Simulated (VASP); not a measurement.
# A VASP study of AlCr2C (PBEsol + U): structure first, properties next, part 4 of 8

What structure does AlCr2C take at this level, and what are its properties? The start is a computed cell from the Materials Project.

VASP 6.6.1; PBEsol, DFT+U (Cr d 3 eV), spin-polarised from a ferromagnetic start; plane waves and PAW (Al, Cr_pv, C).

Still holding for the runs below: The magnetic state follows from one typed start and may not be the lowest. The k-mesh is coarse for a metal. A U on the itinerant d states of such a compound is hard to justify; it moves the bands at the Fermi level and favours large moments.

So far, moment of the cell, from the last line of the log (μB): step 2 (full relaxation (PBEsol + U)) 10.9; step 3 (second relaxation) 10.9. The relaxed cell has a = 2.976, c = 13.174 Å (conventional setting).

## 4. Density, ELF and potential (PBEsol + U)

A single point on the relaxed cell gives a clean self-consistent state, with density, ELF and potential written out.

Input file INCAR:

```
SYSTEM = AlCr2C
PREC = Accurate
ENCUT = 520
EDIFF = 1E-06
NELM = 100
ISMEAR = 0
SIGMA = 0.05
LREAL = .FALSE.
ALGO = Normal
GGA = PS
NBANDS = 50
ISPIN = 2
MAGMOM = 0 0 3 3 3 3 0 0
LDAU = .TRUE.
LDAUTYPE = 2
LDAUL = -1 2 -1
LDAUU = 0 3 0
LDAUJ = 0 0 0
LDAUPRINT = 1
LASPH = .TRUE.
LMAXMIX = 4
LORBIT = 11
LWAVE = .FALSE.
LCHARG = .TRUE.
ISIF = 2
LELF = .TRUE.
LVHAR = .TRUE.
```

Input file POSCAR:

```
AlCr2C
1.0
    2.9755630427      0.0000000000      0.0000000000
   -1.4877815214      2.5769131855      0.0000000000
    0.0000000000      0.0000000000     13.1743114470
Al Cr C
2 4 2
Direct
    0.6666666700      0.3333333300      0.2500000000
    0.3333333300      0.6666666700      0.7500000000
    0.3333333300      0.6666666700      0.4141913893
    0.6666666700      0.3333333300      0.9141913893
    0.6666666700      0.3333333300      0.5858086107
    0.3333333300      0.6666666700      0.0858086107
    0.0000000000      0.0000000000      0.5000000000
    0.0000000000      0.0000000000      0.0000000000
```

Input file KPOINTS:

```
Automatic mesh
0
Gamma
9 9 2
0 0 0
```

The projector-augmented-wave data sets are Al, Cr_pv and C (PBE family, release 64).

Started as:

```
> mpirun -np 4 vasp_std
```

Log:

```text
[banner, memory and clock lines left out]
running    4 mpi-ranks, on    1 nodes
 distrk:  each k-point on    4 cores,    1 groups
 distr:  one band on    1 cores,    4 groups

 POSCAR found type information on POSCAR AlCrC
 POSCAR found :  3 types and       8 ions
 [... a notice as in an earlier step ...]

 LDA part: xc-table for (Slater+PW92), standard interpolation
|                                                                             |
|           W    W    AA    RRRRR   N    N  II  N    N   GGGG   !!!           |
|           W    W   A  A   R    R  NN   N  II  NN   N  G    G  !!!           |
|           W    W  A    A  R    R  N N  N  II  N N  N  G       !!!           |
|           W WW W  AAAAAA  RRRRR   N  N N  II  N  N N  G  GGG   !            |
|           WW  WW  A    A  R   R   N   NN  II  N   NN  G    G                |
|           W    W  A    A  R    R  N    N  II  N    N   GGGG   !!!           |
|                                                                             |
|     The number of bands has been changed from the values supplied in        |
|     The orbitals not found in the WAVECAR file will be initialized with     |
|     random numbers, which is usually adequate. For correlated               |
|     calculations, however, you should redo the groundstate calculation.     |
|     I found NBANDS = 50. Now, NBANDS = 52.                                  |
|                                                                             |

 POSCAR, INCAR and KPOINTS ok, starting setup
 FFT: planning ... GRIDC
 FFT: planning ... GRID_SOFT
 FFT: planning ... GRID
 WAVECAR not read
 entering main loop
       N       E                     dE             d eps       ncg     rms          rms(c)
DAV:   1     0.723218436556E+03    0.72322E+03   -0.32011E+04  5000   0.129E+03
DAV:   2    -0.164357767725E+02   -0.73965E+03   -0.69910E+03  5008   0.411E+02
DAV:   3    -0.676650163986E+02   -0.51229E+02   -0.48943E+02  5664   0.115E+02
DAV:   4    -0.694847465902E+02   -0.18197E+01   -0.18061E+01  5648   0.197E+01
DAV:   5    -0.695280728212E+02   -0.43326E-01   -0.43313E-01  6688   0.297E+00    0.406E+01
DAV:   6    -0.631081916800E+02    0.64199E+01   -0.94326E+01  6100   0.726E+01    0.357E+01
DAV:   7    -0.563931799947E+02    0.67150E+01   -0.35339E+01  5708   0.456E+01    0.959E+00
DAV:   8    -0.569394067374E+02   -0.54623E+00   -0.31956E+00  5468   0.664E+00    0.495E+00
DAV:   9    -0.571899743821E+02   -0.25057E+00   -0.72927E-01  6124   0.456E+00    0.319E+00
DAV:  10    -0.571325686563E+02    0.57406E-01   -0.29546E-01  6208   0.388E+00    0.180E+00
DAV:  11    -0.571719559169E+02   -0.39387E-01   -0.86602E-02  5704   0.165E+00    0.734E-01
DAV:  12    -0.571776476442E+02   -0.56917E-02   -0.11376E-02  6648   0.494E-01    0.366E-01
DAV:  13    -0.571785401692E+02   -0.89253E-03   -0.23742E-03  6764   0.253E-01    0.260E-01
DAV:  14    -0.571795809880E+02   -0.10408E-02   -0.36930E-04  6216   0.923E-02    0.142E-01
DAV:  15    -0.571800518556E+02   -0.47087E-03   -0.31572E-04  6212   0.838E-02    0.576E-02
DAV:  16    -0.571801137983E+02   -0.61943E-04   -0.61519E-05  6092   0.464E-02    0.278E-02
DAV:  17    -0.571801184998E+02   -0.47015E-05   -0.96558E-06  6232   0.208E-02    0.180E-02
DAV:  18    -0.571801249875E+02   -0.64877E-05   -0.44379E-06  5644   0.130E-02    0.580E-03
DAV:  19    -0.571801259317E+02   -0.94422E-06   -0.84403E-07  3136   0.550E-03
   1 F= -.57180126E+02 E0= -.57178176E+02  d E =-.389954E-02  mag=    10.9378
```

It took 46 s on 4 MPI ranks of Intel Xeon 6975P-C (Granite Rapids), shared host; peak memory 0.79 GiB.

Parts of OUTCAR (step 4):

```text
  LATTYP: Found a hexagonal cell.
 ALAT       =     2.9755630427
 C/A-ratio  =     4.4275020418

 Found     24 irreducible k-points:

   k-points           NKPTS =     24   k-points in BZ     NKDIM =     24   number of bands    NBANDS=     52

   ENCUT  =  520.0 eV  38.22 Ry    6.18 a.u.   5.53  5.53 24.50*2*pi/ulx,y,z

   NELECT =      62.0000    total number of electrons

atom =   3  type =  2  l = 2

 onsite density matrix

spin component  1

  0.7441 -0.0000  0.0000 -0.0686 -0.0000
 -0.0000  0.7118  0.0000 -0.0000 -0.0686
  0.0000  0.0000  0.7053 -0.0000 -0.0000
 -0.0686 -0.0000 -0.0000  0.7118  0.0000
 -0.0000 -0.0686 -0.0000  0.0000  0.7441

spin component  2

  0.1200  0.0000  0.0000  0.0766 -0.0000
  0.0000  0.1646 -0.0000 -0.0000  0.0766
  0.0000 -0.0000  0.0758  0.0000 -0.0000
  0.0766 -0.0000  0.0000  0.1646 -0.0000
 -0.0000  0.0766 -0.0000 -0.0000  0.1200

 occupancies and eigenvectors

  o =  0.0625  v =  0.0000  0.0000  0.0000  0.0000  0.0000  0.3449 -0.5416  0.0000 -0.2589  0.7215      0.0000  0.0000  0.0000  0.0000  0.0000  0.0000  0.0000  0.0000  0.0000  0.0000
  o =  0.0625  v =  0.0000  0.0000  0.0000  0.0000  0.0000 -0.7215 -0.2589  0.0000  0.5416  0.3449      0.0000  0.0000  0.0000  0.0000  0.0000  0.0000  0.0000  0.0000  0.0000  0.0000
  o =  0.0758  v =  0.0000  0.0000  0.0000  0.0000  0.0000  0.0000  0.0000  1.0000 -0.0000 -0.0000      0.0000  0.0000  0.0000  0.0000  0.0000  0.0000  0.0000  0.0000  0.0000  0.0000
  o =  0.2220  v =  0.0000  0.0000  0.0000  0.0000  0.0000  0.2590  0.7215 -0.0000  0.3450  0.5416      0.0000  0.0000  0.0000  0.0000  0.0000  0.0000  0.0000  0.0000  0.0000  0.0000
  o =  0.2220  v =  0.0000  0.0000  0.0000  0.0000  0.0000 -0.5416  0.3450 -0.0000 -0.7215  0.2590      0.0000  0.0000  0.0000  0.0000  0.0000  0.0000  0.0000  0.0000  0.0000  0.0000
  o =  0.6575  v = -0.2678 -0.7073 -0.0000 -0.3383 -0.5600  0.0000  0.0000  0.0000  0.0000  0.0000      0.0000  0.0000  0.0000  0.0000  0.0000  0.0000  0.0000  0.0000  0.0000  0.0000
  o =  0.6575  v = -0.5600  0.3383  0.0000 -0.7073  0.2678  0.0000  0.0000  0.0000  0.0000  0.0000      0.0000  0.0000  0.0000  0.0000  0.0000  0.0000  0.0000  0.0000  0.0000  0.0000
  o =  0.7053  v = -0.0000  0.0000 -1.0000 -0.0000  0.0000  0.0000  0.0000  0.0000  0.0000  0.0000      0.0000  0.0000  0.0000  0.0000  0.0000  0.0000  0.0000  0.0000  0.0000  0.0000
  o =  0.7984  v =  0.3383 -0.5600 -0.0000 -0.2678  0.7073  0.0000  0.0000  0.0000  0.0000  0.0000      0.0000  0.0000  0.0000  0.0000  0.0000  0.0000  0.0000  0.0000  0.0000  0.0000
  o =  0.7984  v = -0.7073 -0.2678 -0.0000  0.5600  0.3383  0.0000  0.0000  0.0000  0.0000  0.0000      0.0000  0.0000  0.0000  0.0000  0.0000  0.0000  0.0000  0.0000  0.0000  0.0000

atom =   4  type =  2  l = 2

 onsite density matrix

spin component  1

  0.7441  0.0000  0.0000  0.0686 -0.0000
  0.0000  0.7118 -0.0000 -0.0000  0.0686
  0.0000 -0.0000  0.7053  0.0000 -0.0000
  0.0686 -0.0000  0.0000  0.7118 -0.0000
 -0.0000  0.0686 -0.0000 -0.0000  0.7441

spin component  2

  0.1200 -0.0000  0.0000 -0.0766 -0.0000
 -0.0000  0.1646  0.0000 -0.0000 -0.0766
  0.0000  0.0000  0.0758 -0.0000 -0.0000
 -0.0766 -0.0000 -0.0000  0.1646  0.0000
 -0.0000 -0.0766 -0.0000  0.0000  0.1200

 occupancies and eigenvectors

  o =  0.0625  v =  0.0000  0.0000  0.0000  0.0000  0.0000  0.3451  0.5416  0.0000  0.2590  0.7215      0.0000  0.0000  0.0000  0.0000  0.0000  0.0000  0.0000  0.0000  0.0000  0.0000
  o =  0.0625  v =  0.0000  0.0000  0.0000  0.0000  0.0000 -0.7215  0.2590  0.0000 -0.5416  0.3451      0.0000  0.0000  0.0000  0.0000  0.0000  0.0000  0.0000  0.0000  0.0000  0.0000
  o =  0.0758  v =  0.0000  0.0000  0.0000  0.0000  0.0000  0.0000 -0.0000  1.0000  0.0000 -0.0000      0.0000  0.0000  0.0000  0.0000  0.0000  0.0000  0.0000  0.0000  0.0000  0.0000
  o =  0.2220  v =  0.0000  0.0000  0.0000  0.0000  0.0000  0.2590 -0.7215 -0.0000 -0.3450  0.5416      0.0000  0.0000  0.0000  0.0000  0.0000  0.0000  0.0000  0.0000  0.0000  0.0000
  o =  0.2220  v =  0.0000  0.0000  0.0000  0.0000  0.0000 -0.5416 -0.3450 -0.0000  0.7215  0.2590      0.0000  0.0000  0.0000  0.0000  0.0000  0.0000  0.0000  0.0000  0.0000  0.0000
  o =  0.6575  v = -0.2678  0.7073 -0.0000  0.3383 -0.5600  0.0000  0.0000  0.0000  0.0000  0.0000      0.0000  0.0000  0.0000  0.0000  0.0000  0.0000  0.0000  0.0000  0.0000  0.0000
  o =  0.6575  v = -0.5600 -0.3383  0.0000  0.7073  0.2678  0.0000  0.0000  0.0000  0.0000  0.0000      0.0000  0.0000  0.0000  0.0000  0.0000  0.0000  0.0000  0.0000  0.0000  0.0000
  o =  0.7053  v = -0.0000 -0.0000 -1.0000  0.0000  0.0000  0.0000  0.0000  0.0000  0.0000  0.0000      0.0000  0.0000  0.0000  0.0000  0.0000  0.0000  0.0000  0.0000  0.0000  0.0000
  o =  0.7984  v =  0.3383  0.5600 -0.0000  0.2678  0.7073  0.0000  0.0000  0.0000  0.0000  0.0000      0.0000  0.0000  0.0000  0.0000  0.0000  0.0000  0.0000  0.0000  0.0000  0.0000
  o =  0.7984  v = -0.7073  0.2678 -0.0000 -0.5600  0.3383  0.0000  0.0000  0.0000  0.0000  0.0000      0.0000  0.0000  0.0000  0.0000  0.0000  0.0000  0.0000  0.0000  0.0000  0.0000

atom =   5  type =  2  l = 2

 onsite density matrix

spin component  1

spin component  2

 occupancies and eigenvectors

[...]
atom =   6  type =  2  l = 2

 onsite density matrix

spin component  1

spin component  2

  0.1200 -0.0000  0.0000 -0.0766  0.0000
 -0.0000  0.1646  0.0000 -0.0000 -0.0766
  0.0000  0.0000  0.0758 -0.0000 -0.0000
 -0.0766 -0.0000 -0.0000  0.1646  0.0000
  0.0000 -0.0766 -0.0000  0.0000  0.1200

 occupancies and eigenvectors

  o =  0.0625  v =  0.0000  0.0000  0.0000  0.0000  0.0000  0.3453  0.5415  0.0000  0.2592  0.7214      0.0000  0.0000  0.0000  0.0000  0.0000  0.0000  0.0000  0.0000  0.0000  0.0000
  o =  0.0625  v =  0.0000  0.0000  0.0000  0.0000  0.0000 -0.7214  0.2592  0.0000 -0.5415  0.3453      0.0000  0.0000  0.0000  0.0000  0.0000  0.0000  0.0000  0.0000  0.0000  0.0000
  o =  0.0758  v =  0.0000  0.0000  0.0000  0.0000  0.0000  0.0000 -0.0000  1.0000  0.0000 -0.0000      0.0000  0.0000  0.0000  0.0000  0.0000  0.0000  0.0000  0.0000  0.0000  0.0000
  o =  0.2220  v =  0.0000  0.0000  0.0000  0.0000  0.0000  0.2590 -0.7215 -0.0000 -0.3451  0.5416      0.0000  0.0000  0.0000  0.0000  0.0000  0.0000  0.0000  0.0000  0.0000  0.0000
  o =  0.2220  v =  0.0000  0.0000  0.0000  0.0000  0.0000 -0.5416 -0.3451 -0.0000  0.7215  0.2590      0.0000  0.0000  0.0000  0.0000  0.0000  0.0000  0.0000  0.0000  0.0000  0.0000
  o =  0.6575  v = -0.2678  0.7073 -0.0000  0.3382 -0.5600  0.0000  0.0000  0.0000  0.0000  0.0000      0.0000  0.0000  0.0000  0.0000  0.0000  0.0000  0.0000  0.0000  0.0000  0.0000
  o =  0.6575  v = -0.5600 -0.3382  0.0000  0.7073  0.2678  0.0000  0.0000  0.0000  0.0000  0.0000      0.0000  0.0000  0.0000  0.0000  0.0000  0.0000  0.0000  0.0000  0.0000  0.0000
  o =  0.7053  v = -0.0000 -0.0000 -1.0000  0.0000  0.0000  0.0000  0.0000  0.0000  0.0000  0.0000      0.0000  0.0000  0.0000  0.0000  0.0000  0.0000  0.0000  0.0000  0.0000  0.0000
  o =  0.7984  v =  0.3383  0.5600 -0.0000  0.2678  0.7073  0.0000  0.0000  0.0000  0.0000  0.0000      0.0000  0.0000  0.0000  0.0000  0.0000  0.0000  0.0000  0.0000  0.0000  0.0000
  o =  0.7984  v = -0.7073  0.2678 -0.0000 -0.5600  0.3383  0.0000  0.0000  0.0000  0.0000  0.0000      0.0000  0.0000  0.0000  0.0000  0.0000  0.0000  0.0000  0.0000  0.0000  0.0000

 E-fermi :   8.2311

 spin component 1
 k-point     1 :       0.0000    0.0000    0.0000
  band No.  band energies     occupation
    ...
     34       7.1326      1.00000
     35       7.2241      1.00000
     36       7.2241      1.00000
     37       7.2552      1.00000
     38       7.2552      1.00000
     39       9.8192      0.00000
     40      10.9516      0.00000
     41      12.7019      0.00000
     42      13.0117      0.00000
     43      13.0117      0.00000
    ...

 k-point     2 :       0.1111   -0.0000    0.0000
  band No.  band energies     occupation
    ...
     34       7.0090      1.00000
     35       7.3788      1.00000
     36       7.4033      1.00000
     37       7.4084      1.00000
     38       7.6144      1.00000
     39       9.8825      0.00000
     40      11.1897      0.00000
     41      12.5291      0.00000
     42      12.6268      0.00000
     43      12.8978      0.00000
    ...

 k-point     3 :       0.2222   -0.0000    0.0000
  band No.  band energies     occupation
    ...
     33       7.0491      1.00000
     34       7.0804      1.00000
     35       7.5009      1.00000
     36       7.5364      1.00000
     37       7.6375      1.00000
     38       8.3986      0.00000
     39       9.9920      0.00000
     40      11.2915      0.00000
     41      11.3629      0.00000
     42      12.1664      0.00000
    ...

 k-point     4 :       0.3333   -0.0000    0.0000
  band No.  band energies     occupation
    ...
     33       7.3056      1.00000
     34       7.3485      1.00000
     35       7.6270      1.00000
     36       7.6536      1.00000
     37       7.8620      1.00000
     38       9.2060      0.00000
     39       9.8490      0.00000
     40      10.0396      0.00000
     41      10.7698      0.00000
     42      10.8642      0.00000
    ...

  Total        0.0279198      0.0279198      0.0353793     -0.0000000      0.0000000      0.0000000
  in kB        0.4428193      0.4428193      0.5611300     -0.0000000      0.0000000      0.0000000
  external PRESSURE =       0.4822562 kB  Pullay stress =       0.0000000 kB

  energy-cutoff  :      520.00
  volume of cell :      101.02
      direct lattice vectors                 reciprocal lattice vectors
     2.975563043  0.000000000  0.000000000     0.336070850  0.194030596  0.000000000
    -1.487781521  2.576913186  0.000000000     0.000000000  0.388061191  0.000000000
     0.000000000  0.000000000 13.174311447     0.000000000  0.000000000  0.075905295

 POSITION                                       TOTAL-FORCE (eV/Angst)
 -----------------------------------------------------------------------------------
      1.48778      0.85897      3.29358         0.000000     -0.000000      0.000000
     -0.00000      1.71794      9.88073         0.000000     -0.000000      0.000000
     -0.00000      1.71794      5.45669         0.000000     -0.000000     -0.000378
      1.48778      0.85897     12.04384        -0.000000     -0.000000     -0.000378
      1.48778      0.85897      7.71763        -0.000000      0.000000      0.000378
     -0.00000      1.71794      1.13047         0.000000     -0.000000      0.000378
      0.00000      0.00000      6.58716         0.000000     -0.000000      0.000000
      0.00000      0.00000      0.00000         0.000000     -0.000000      0.000000
 -----------------------------------------------------------------------------------
    total drift:                               -0.000009      0.000005     -0.000000

  FREE ENERGIE OF THE ION-ELECTRON SYSTEM (eV)
  ---------------------------------------------------
  free  energy   TOTEN  =       -57.1801259317 eV

  energy  without entropy=      -57.1762263913  energy(sigma->0) =      -57.17817616

 magnetization (x)
# of ion       s       p       d       tot
------------------------------------------
    1       -0.037  -0.063   0.000  -0.100
    2       -0.037  -0.063   0.000  -0.100
    3       -0.001  -0.001   2.963   2.961
    4       -0.001  -0.001   2.963   2.961
    5       -0.001  -0.001   2.963   2.961
    6       -0.001  -0.001   2.963   2.961
    7       -0.046  -0.308   0.000  -0.354
    8       -0.046  -0.308   0.000  -0.354
--------------------------------------------------
tot         -0.169  -0.746  11.851  10.936

[... 6 parts as in an earlier step ...]

[... 9 further parts left out ...]
```

With spin, VASP writes an ELF for each channel.

Numbers from this step:

```yaml
scf_cycles: 19
bands: 52
energy_at_zero_smearing: -57.1782 eV
pressure: 0.04823 GPa
```

Valence electrons inside each PAW sphere by angular momentum. Sphere charges, by row:

| atom | s (e) | p (e) | d (e) | tot (e) |
| --- | --- | --- | --- | --- |
| Al1 | 0.428 | 0.366 | 0 | 0.795 |
| Al2 | 0.428 | 0.366 | 0 | 0.795 |
| Cr3 | 0.299 | 6.336 | 4.23 | 10.86 |
| Cr4 | 0.299 | 6.336 | 4.23 | 10.86 |
| Cr5 | 0.299 | 6.336 | 4.23 | 10.86 |
| Cr6 | 0.299 | 6.336 | 4.23 | 10.86 |
| C7 | 0.878 | 1.529 | 0 | 2.406 |
| C8 | 0.878 | 1.529 | 0 | 2.406 |

Spin density in the ac plane at fractional y = 0.333, with atoms of Al and Cr within 0.2 Å of it.

Values in e/Å³, 24 rows by 15 columns, each cell a mean:
```
 0.0  0.0  0.0  0.0  0.0  0.0  0.1  0.2  0.3  0.5  0.6  0.5  0.3  0.2  0.1
 0.1  0.0  0.0  0.0  0.0  0.1  0.3  0.7  1.6  2.6  3.0  2.6  1.6  0.7  0.3
 0.1  0.0  0.0  0.0  0.0  0.1  0.2  0.6  1.2  2.0  2.4  2.0  1.2  0.6  0.2
 0.0  0.0  0.0  0.0  0.0  0.0  0.1  0.1  0.2  0.3  0.3  0.3  0.2  0.1  0.1
 0.0  0.0  0.0  0.0  0.0  0.0  0.0  0.0  0.0  0.0  0.0  0.0  0.0  0.0  0.0
 0.0  0.0  0.0  0.0  0.0  0.0  0.0  0.0  0.0  0.0  0.0  0.0  0.0  0.0  0.0
 0.0  0.0  0.0  0.0  0.0  0.0  0.0  0.0  0.0  0.0  0.0  0.0  0.0  0.0  0.0
 0.0  0.0  0.0  0.0  0.0  0.0  0.0  0.0  0.1  0.1  0.1  0.1  0.1  0.0  0.0
 0.1  0.0  0.0  0.0  0.0  0.1  0.1  0.2  0.4  0.7  0.8  0.7  0.4  0.2  0.1
 0.1  0.1  0.0  0.0  0.1  0.1  0.3  0.8  1.7  2.7  3.2  2.7  1.7  0.8  0.3
 0.1  0.0  0.0  0.0  0.0  0.1  0.2  0.5  1.1  1.8  2.1  1.8  1.1  0.5  0.2
 0.0  0.0 -0.1 -0.1  0.0  0.0  0.0  0.1  0.1  0.2  0.2  0.2  0.1  0.1  0.0
 0.0  0.0  0.0  0.0  0.0  0.0  0.0  0.0  0.0  0.0  0.0  0.0  0.0  0.0  0.0
 0.1  0.1  0.2  0.2  0.1  0.1  0.1  0.0  0.0  0.0  0.0  0.0  0.0  0.0  0.1
 0.1  0.2  0.2  0.2  0.2  0.1  0.1  0.0  0.0  0.0  0.0  0.0  0.0  0.0  0.1
 0.0  0.1  0.1  0.1  0.1  0.0  0.0  0.0  0.0  0.0  0.0  0.0  0.0  0.0  0.0
 0.0  0.0  0.0  0.0  0.0  0.0  0.0  0.0  0.0  0.0  0.0  0.0  0.0  0.0  0.0
 0.0  0.0  0.0  0.0  0.0  0.0  0.0  0.0  0.0  0.0  0.0  0.0  0.0  0.0  0.0
 0.0  0.0  0.0  0.0  0.0  0.0  0.0  0.0  0.0  0.0  0.0  0.0  0.0  0.0  0.0
 0.0  0.0  0.0  0.0  0.0  0.0  0.0  0.0  0.0  0.0  0.0  0.0  0.0  0.0  0.0
 0.1  0.1  0.1  0.1  0.1  0.1  0.0  0.0  0.0  0.0  0.0  0.0  0.0  0.0  0.0
 0.1  0.2  0.2  0.2  0.2  0.1  0.1  0.0  0.0  0.0  0.0  0.0  0.0  0.0  0.1
 0.1  0.1  0.1  0.1  0.1  0.1  0.1  0.0  0.0  0.0  0.0  0.0  0.0  0.0  0.1
 0.0  0.0  0.0  0.0  0.0  0.0  0.0  0.0  0.0  0.0  0.0  0.0  0.0  0.0  0.0
```
Columns run along a (3.0 Å), rows up along c (13.2 Å). Atoms in or near the plane, at fractional coordinates: Al at (0.67, 0.25), Cr at (0.67, 0.91), Cr at (0.67, 0.59).

Valence density in the ac plane at fractional y = 0.333, with atoms of Al and Cr within 0.2 Å of it. It is the smooth field of the valence electrons, not physical close to the nuclei.

Ten steps, logarithmic in the rise over the least value, from '_' (0 e/Å³) to '@' (11 e/Å³), each cell a mean:
```
--------------==++******++==--
--::::::::--==##%%@@@@@@%%##==
::::....::::==**%%@@@@@@%%**==
::........::::::--======--::::
............::::::::::::::::::
..............................
..............................
............::::::::::::::::::
::........::::==++**##**++==::
::::::::::::==##%%@@@@@@%%##==
--::::::::--==**##%%@@%%##**==
--------------------==--------
----====----::::..........::::
----====----::::..........::::
::--------::::..............::
::::::::::::::::::::::::::::::
............::::::::::::::::::
..................______......
............::......__......::
............::::::::::::::::::
::::::::::::::::::::::::::::::
::--------::::..............::
----====----::::..........::::
----====----::::::::..::::::::
```
Columns run along a (3.0 Å), rows up along c (13.2 Å). Atoms in or near the plane, at fractional coordinates: Al at (0.67, 0.25), Cr at (0.67, 0.91), Cr at (0.67, 0.59).

Electrostatic potential energy in the ac plane at fractional y = 0.333, with atoms of Al and Cr within 0.2 Å of it. With pseudopotentials it is smooth inside the atoms' cores, unlike the true potential.

Ten even steps from '0' (-59 eV) to '9' (2 eV), each cell a mean:
```
999999876555678
899998631000136
899998642101246
999999987767789
999999999999999
888888999999999
888888999999999
999999999999999
999999875444578
899998631000136
999999742111247
999999988777889
998899999999999
877778999999999
987788999999999
999999999999999
999999886545688
899998730000037
899998751000257
999999988777889
999999999999999
877778999999999
987789999999999
999999999999999
```
Columns run along a (3.0 Å; values clipped at the 3rd and 97th percentile), rows up along c (13.2 Å). Atoms in or near the plane, at fractional coordinates: Al at (0.67, 0.25), Cr at (0.67, 0.91), Cr at (0.67, 0.59).

In this run the pressure is 0.05 GPa, small enough to go on.

(Continued in part 5 of 8.)

[Lines on the potential files, build, host, timing and source positions are cut from VASP's logs without a mark.]

[Logs are printed without paths, hosts, clocks, repeated set-up lines and the standing remarks that a program may print on its own settings, such as how far it seeks lower states.]

[Hosts, paths, dates, database ids (printed as entryN), source tags and the programs' standing remarks are cut or masked in the printed files.]

[A measured line is paired with the nearest computed mode of its activity, which favours agreement.]
